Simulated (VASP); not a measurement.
Input:

```xyz
2
Lattice="0.0000 3.0600 3.0600 3.0600 0.0000 3.0600 3.0600 3.0600 0.0000" Properties=species:S:1:pos:R:3 pbc="T T T"
Pb     0.0000     0.0000     0.0000
Se     3.0600     3.0600     3.0600
```

Level of theory: vdW-DF-cx, VASP's PBE PAW potentials (set 64) (plane waves; VASP 6.6.1). Numerical set-up: 520 eV cut-off, 8×8×8 Γ-centred mesh, tetrahedra with Blöchl corrections, potentials Pb_d Se.

Unless said otherwise, spin-orbit coupling is left out, though it shifts the bands of the heavy elements here.

Task: What does the run give for the energy per atom (σ→0), band gap (on the k-mesh) with the smallest direct gap where there is one?

Result: 
band gap (on the k-mesh): 0.26 eV
smallest direct gap (on the k-mesh): 0.26 eV
energy per atom (σ→0): -1.816 eV/atom

Total energies compare only between runs with the same potentials, cut-off and functional.

The compound is PbSe in the rock salt structure. The cell was not relaxed at this level.
